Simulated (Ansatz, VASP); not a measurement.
BaIr3: VASP beside Ansatz

Contents of INCAR:

```
ALGO     = Normal         # electronic algorithm
EDIFF    = 1E-7           # SCF threshold, eV
ENCUT    = 520            # plane-wave cutoff, eV
GGA      = PE             # functional
ISIF     = 2              # what is computed and relaxed
ISMEAR   = 0              # smearing method
LASPH    = T              # aspherical terms in the spheres
LCHARG   = F              # write CHGCAR
LREAL    = F              # projectors in reciprocal space
LWAVE    = F              # write WAVECAR
NBANDS   = 26             # bands
NELM     = 100            # most SCF steps
PREC     = Accurate       # precision mode
SIGMA    = 0.05           # smearing width, eV
```

Contents of KPOINTS:

```
k-points
0
Gamma
  8 8 8
```

The input POSCAR:

```
BaIr3
1.0
    4.1640511475      0.0000000000      0.0000000000
    0.0000000000      4.1640511475      0.0000000000
    0.0000000000      0.0000000000      4.1640511475
Ba Ir
1 3
Direct
    0.0000000000      0.0000000000      0.0000000000
    0.0000000000      0.5000000000      0.5000000000
    0.5000000000      0.5000000000      0.0000000000
    0.5000000000      0.0000000000      0.5000000000
```

Input for Ansatz:

```yaml
crystal:
  lattice:
    - [4.1640511475, 0.0, 0.0]
    - [0.0, 4.1640511475, 0.0]
    - [0.0, 0.0, 4.1640511475]
  atoms:
    - { symbol: Ba, position: [0.0, 0.0, 0.0] }
    - { symbol: Ir, position: [0.0, 0.5, 0.5] }
    - { symbol: Ir, position: [0.5, 0.5, 0.0] }
    - { symbol: Ir, position: [0.5, 0.0, 0.5] }
basis:
  ecutwfc: 420
  ecutrho_ratio: 4
kpoints:
  mp_grid: { grid: [8, 8, 8] }
hamiltonian:
  xc: pbe
scf:
  occupations: { method: gaussian, width: 0.05 }
output:
  forces: true
  stress: true
  eigenvalues: true
```

Alike in both runs: task single point; functional PBE; k mesh 8 × 8 × 8; occupations gaussian, width 0.05 eV; no spin polarisation.

|  | VASP | Ansatz |
| --- | --- | --- |
| version | VASP 6.6.1 | Ansatz 0.2.0 |
| potentials or method | VASP PAW PBE potentials, release 64 (Ba_sv, Ir) | scalar-relativistic, plane waves, PAW |
| plane-wave cutoff (eV) | 520 | 420 |
| valence electrons in the cell | 37 | 61 |

Ansatz gave:

```
gap on the k mesh at the Fermi level (eV) : none
pressure (GPa)                            : 6.1
```

Problem. Estimate VASP's values.

Solution. gap on the k mesh at the Fermi level (eV): none; pressure (GPa): 10.6.

A gap of «none» marks a metal or a gap that the smearing closes. One of these differences is far larger than is usual between the two programs; its cause wasn't traced. The two sets of potentials don't hold the same shells in valence.

The runs have no spin-orbit coupling, so splittings on Ba, Ir are missing.
